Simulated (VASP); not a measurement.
## GdNi$_{2}$P$_{2}$ (space group I4/mmm): computed properties

These are PBEsol GGA, VASP's PBE PAW potentials (set 64) (plane waves; VASP) values and carry that method's errors.

```
Property                                                                        Result
----------------------------------  --------------------------------------------------
space group                                                               I4/mmm (139)
cell                                a = b = 3.8471 Å, c = 9.3135 Å, α = β = γ = 90.00°
volume per atom                                                          13.78 Å³/atom
band gap (over mesh and band path)            none (metal, semimetal or under 0.01 eV)
cell moment                                                                    0.00 μB
band gap with spin-orbit coupling                                      none (metallic)
density                                                                     8.11 g/cm³
```

```cif
data_Gd2Ni4P4
_chemical_formula_sum 'Gd2 Ni4 P4'
_space_group_name_H-M_alt 'I4/mmm'
_space_group_IT_number 139
_space_group_name_Hall '-I 4 2'
_cell_length_a 3.84706
_cell_length_b 3.84706
_cell_length_c 9.31350
_cell_angle_alpha 90.000
_cell_angle_beta 90.000
_cell_angle_gamma 90.000
loop_
_atom_site_label
_atom_site_type_symbol
_atom_site_symmetry_multiplicity
_atom_site_Wyckoff_symbol
_atom_site_fract_x
_atom_site_fract_y
_atom_site_fract_z
_atom_site_occupancy
Gd1 Gd 2 a 0.00000 0.00000 0.00000 1
Ni1 Ni 4 d 0.00000 0.50000 0.25000 1
P1 P 4 e 0.00000 0.00000 0.37549 1
```
(The calculation used a cell of 5 atoms; values per cell refer to that cell.)

The 4f electrons are frozen in the core of the lanthanide potential, so 4f levels, which can set the real gap, and their magnetism are missing.

The structure comes from a computed database's GdNi2P2 entry (I4/mmm); how it stands against other phases isn't given here. It was relaxed first. Symmetry was kept, so distortions that lower it aren't found.
